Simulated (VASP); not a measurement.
Consider the following.

```
CELL_PARAMETERS angstrom
      0.00000     3.11459     3.11459
      3.11459     0.00000     3.11459
      3.11459     3.11459     0.00000
ATOMIC_POSITIONS crystal
  Mg 0.25000 0.25000 0.25000
  Mg 0.75000 0.75000 0.75000
  Si 0.00000 0.00000 0.00000
```

Calculation: PW91 GGA, VASP's PBE PAW potentials (set 64) (plane waves; VASP). Numerical set-up: 520 eV cut-off, 6×6×6 Γ-centred mesh, Gaussian smearing of 0.050 eV, potentials Mg Si.

### Question
What does the run give for the energy per atom (σ→0), pressure, band gap (on the k-mesh) with the smallest direct gap where there is one?

### Answer

```json
{
 "band gap (on the k-mesh)": "0.16 eV",
 "smallest direct gap (on the k-mesh)": "2.17 eV",
 "energy per atom (σ→0)": "-2.953 eV/atom",
 "pressure": "3.83 GPa"
}
```

The absolute energy has meaning only against runs of the same code, potentials and settings.

The compound is Mg2Si in the antifluorite structure. This cell is one point of a volume scan, at 0.94 of the reference volume.
